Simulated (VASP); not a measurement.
These are vdW-DF2, VASP's PBE PAW potentials (set 64) (plane waves; VASP) values and carry that method's errors.

The input files of a VASP run:

KPOINTS:
```
Automatic
0
Gamma
 8 8 8
0 0 0
```

### POSCAR
```
GaP
3.898640
  0.0000000000   0.7071067621   0.7071067621
  0.7071067621   0.0000000000   0.7071067621
  0.7071067621   0.7071067621   0.0000000000
Ga P
1 1
Cart
  0.0000000000   0.0000000000   0.0000000000
  0.3535533810   0.3535533810   0.3535533810
```

**INCAR**
```
# general
SYSTEM  =GaP
PREC    =Accurate
ENCUT   =520   # plane-wave cut-off (eV)
LREAL   =F
LASPH   =T   # aspherical one-centre terms

# electronic loop
EDIFF   =1E-7   # SCF stop (eV)
NELM    =100   # most electronic steps
ALGO    =Normal   # blocked Davidson
LMAXMIX =4   # l cut-off of mixed one-centre charges

# smearing
ISMEAR  =0
SIGMA   =0.05   # width (eV)

# functional
GGA     =ML
LUSE_VDW=T
AGGAC   =0.0
ZAB_VDW =-1.8867

# ions
ISIF    =2   # forces and stress, cell fixed

# output
LWAVE   =F
LCHARG  =F
```

POTCAR, in this order: Ga_d P (PBE.64 set). Program: vasp_std.

Task: What will the output report for the number of irreducible k-points (NKPTS), largest plane-wave count, number of space-group operations, FFT grid (NGX, NGY, NGZ)?

Result: 
```yaml
number of irreducible k-points (NKPTS): 29
largest_plane_wave_count: 1158
number_of_space_group_operations: 24
FFT grid (NGX, NGY, NGZ): 30 × 30 × 30
```

The compound is GaP in the zinc blende structure. This cell is one point of a volume scan, at 0.94 of the reference volume.
